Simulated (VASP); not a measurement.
Computed with optB88-vdW, VASP's PBE PAW potentials (set 64) (plane waves; VASP).

The input files of a VASP run:

POSCAR:
```
SrO
1
    0.0000000000     2.5863518103     2.5863518103
    2.5863518103     0.0000000000     2.5863518103
    2.5863518103     2.5863518103     0.0000000000
Sr O
1 1
Direct
  0.0000000000   0.0000000000   0.0000000000
  0.5000000000   0.5000000000   0.5000000000
```

**KPOINTS**
```
k-points along high-symmetry lines
15
Line-mode
Reciprocal
  0.000000   0.000000   0.000000 ! GAMMA
  0.500000   0.000000   0.500000 ! X

  0.500000   0.000000   0.500000 ! X
  0.625000   0.250000   0.625000 ! U

  0.375000   0.375000   0.750000 ! K
  0.000000   0.000000   0.000000 ! GAMMA

  0.000000   0.000000   0.000000 ! GAMMA
  0.500000   0.500000   0.500000 ! L

  0.500000   0.500000   0.500000 ! L
  0.500000   0.250000   0.750000 ! W

  0.500000   0.250000   0.750000 ! W
  0.500000   0.000000   0.500000 ! X
```

**INCAR**
```
# general
SYSTEM    =  SrO
PREC      =  Accurate
ENCUT     =  520
LREAL     =  F
LASPH     =  T
ICHARG    =  11

# electronic loop
EDIFF     =  1E-7
NELM      =  100
ALGO      =  Normal
LMAXMIX   =  4

# smearing
ISMEAR    =  0
SIGMA     =  0.05

# functional
GGA       =  BO
LUSE_VDW  =  T
AGGAC     =  0.0
PARAM1    =  0.1833333333
PARAM2    =  0.22

# output
LWAVE     =  F
LCHARG    =  F
LORBIT    =  11
```

POTCAR, in this order: Sr_sv O (PBE.64 set). Program: vasp_std. Read from the step before: CHGCAR.

The run wrote:

**OUTCAR**
```
 ion  position               nearest neighbor table
   1  0.000  0.000  0.000-   2 2.59   2 2.59   2 2.59   2 2.59   2 2.59   2 2.59
   2  0.500  0.500  0.500-   1 2.59   1 2.59   1 2.59   1 2.59   1 2.59   1 2.59
  LATTYP: Found a face centered cubic cell.
 ALAT       =     5.1727036206
 Subroutine PRICEL returns:
 Original cell was already a primitive cell.
 Subroutine GETGRP returns: Found 48 space group operations
The static configuration has the point symmetry O_h .
The dynamic configuration has the point symmetry O_h .
 Subroutine INISYM returns: Found 48 space group operations
   k-points           NKPTS =     90   k-points in BZ     NKDIM =     90   number of bands    NBANDS=     12
   number of dos      NEDOS =    301   number of ions     NIONS =      2
   total plane-waves  NPLWV =  21952
   dimension x,y,z NGX =    28 NGY =   28 NGZ =   28
   dimension x,y,z NGXF=    56 NGYF=   56 NGZF=   56
   ions per type =               1   1
   PREC   = accura    normal or accurate (medium, high low for compatibility)
   ISTART =      0    job   : 0-new  1-cont  2-samecut
   ICHARG =     11    charge: 1-file 2-atom 10-const
   ISPIN  =      1    spin polarized calculation?
   LNONCOLLINEAR =      F non collinear calculations
   LSORBIT =      F    spin-orbit coupling
   INIWAV =      1    electr: 0-lowe 1-rand  2-diag
   ENCUT  =  520.0 eV  38.22 Ry    6.18 a.u.   6.80  6.80  6.80*2*pi/ulx,y,z
...
```

**OSZICAR**
```
       N       E                     dE             d eps       ncg     rms          rms(c)
DAV:   1     0.772695338159E+02    0.77270E+02   -0.87415E+03  2160   0.130E+03
DAV:   2    -0.321239126653E+01   -0.80482E+02   -0.72554E+02  2680   0.243E+02
DAV:   3    -0.717497580083E+01   -0.39626E+01   -0.38478E+01  2948   0.503E+01
DAV:   4    -0.730809216102E+01   -0.13312E+00   -0.13306E+00  2980   0.839E+00
DAV:   5    -0.731055041788E+01   -0.24583E-02   -0.24582E-02  2852   0.920E-01
DAV:   6    -0.731058797897E+01   -0.37561E-04   -0.37561E-04  3048   0.950E-02
DAV:   7    -0.731058830074E+01   -0.32177E-06   -0.32175E-06  2708   0.816E-03
DAV:   8    -0.731058830566E+01   -0.49254E-08   -0.49255E-08  1832   0.862E-04
   1 F= -.73105883E+01 E0= -.73105883E+01  d E =-.269238E-14
```

OUTCAR:
```
 val. band max:        1.3863587410   @ k =   0.0000   0.0000   0.0000

 cond. band min:       4.7049387150   @ k =   0.5000   0.0000   0.5000



 k-point     1 :       0.0000    0.0000    0.0000
  band No.  band energies     occupation
      1     -31.0870      2.00000
      2     -13.5817      2.00000
      3     -12.7189      2.00000
      4     -12.7189      2.00000
      5     -12.7189      2.00000
      6       1.3864      2.00000
      7       1.3864      2.00000
      8       1.3864      2.00000
      9       5.3181      0.00000
     10       7.5588      0.00000
     11       7.5588      0.00000
     12       7.5588      0.00000

 k-point     2 :       0.0357    0.0000    0.0357
  band No.  band energies     occupation
      1     -31.0849      2.00000
      2     -13.6404      2.00000
      3     -12.7233      2.00000
      4     -12.7233      2.00000
      5     -12.6593      2.00000
      6       1.3019      2.00000
      7       1.3793      2.00000
      8       1.3793      2.00000
      9       5.3995      0.00000
     10       7.4952      0.00000
     11       7.6136      0.00000
     12       7.6136      0.00000

 k-point     3 :       0.0714    0.0000    0.0714
  band No.  band energies     occupation
      1     -31.0788      2.00000
      2     -13.7764      2.00000
      3     -12.7362      2.00000
      4     -12.7362      2.00000
      5     -12.5223      2.00000
      6       1.0818      2.00000
      7       1.3598      2.00000
      8       1.3598      2.00000
      9       5.6154      0.00000
     10       7.3175      0.00000
     11       7.7750      0.00000
     12       7.7750      0.00000

 k-point     4 :       0.1071    0.0000    0.1071
  band No.  band energies     occupation
      1     -31.0690      2.00000
      2     -13.9342      2.00000
      3     -12.7571      2.00000
      4     -12.7571      2.00000
      5     -12.3688      2.00000
      6       0.7970      2.00000
      7       1.3321      2.00000
...
```

The density is held fixed in this step, so its total energy and stress have no physical meaning.

The compound is SrO in the rock salt structure. It was relaxed first.
